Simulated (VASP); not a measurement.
The system is K3CO.

```
CELL_PARAMETERS angstrom
5.23106 0.00000 0.00000
0.00000 5.23106 0.00000
0.00000 0.00000 5.23106
ATOMIC_POSITIONS crystal
K 0.00000 0.00000 0.50000
K 0.00000 0.50000 0.00000
K 0.50000 0.00000 0.00000
C 0.50000 0.50000 0.50000
O 0.00000 0.00000 0.00000
```

The cell comes from a database or a generator and needn't be the stable form of this composition.

- Program: VASP 6.6.1
- Task: relaxation of cell and atoms
- Functional: PBE
- Dispersion: D3(BJ)
- Potentials or basis: VASP PAW PBE potentials, release 64 (K_sv, C, O)
- Cutoff: 600 eV
- k mesh: 4 × 4 × 4
- Occupations: gaussian, width 0.01 eV
- Spin: no spin polarisation

At the start: pressure -1.3 GPa; volume 28.63 Å³/atom.

Question: How do energy, volume and symmetry change on relaxing?

Answer: Over 6 steps the energy falls by 5.5 meV/atom and the volume is 26.76 Å³/atom (-6.5 %); space group Pm-3m (No. 221, to 0.05 Å).

Step by step:
```
step  energy change (eV)  largest force (eV/Å)  pressure (GPa)  volume (Å³)
   1              0.0000                0.0000           -1.28       143.14
   2             -0.0292                0.0000           -0.70       138.45
   3             -0.0275                0.0000           -0.04       133.91
   4             -0.0275                0.0000            0.02       133.63
   5             -0.0275                0.0000            0.01       133.69
   6             -0.0275                0.0000            0.00       133.78
```

Final structure:
```yaml
crystal:
  lattice:
    - [5.11443, 0.00000, 0.00000]
    - [0.00000, 5.11443, 0.00000]
    - [0.00000, 0.00000, 5.11443]
  atoms:
    - { symbol: K, position: [0.00000, 0.00000, 0.50000] }
    - { symbol: K, position: [0.00000, 0.50000, 0.00000] }
    - { symbol: K, position: [0.50000, 0.00000, 0.00000] }
    - { symbol: C, position: [0.50000, 0.50000, 0.50000] }
    - { symbol: O, position: [0.00000, 0.00000, 0.00000] }
```

Caveat: an odd number of electrons without spin polarisation forces a metal; a magnetic or distorted state may lie lower; pairwise dispersion overbinds metals, which lowers pressure and volume.
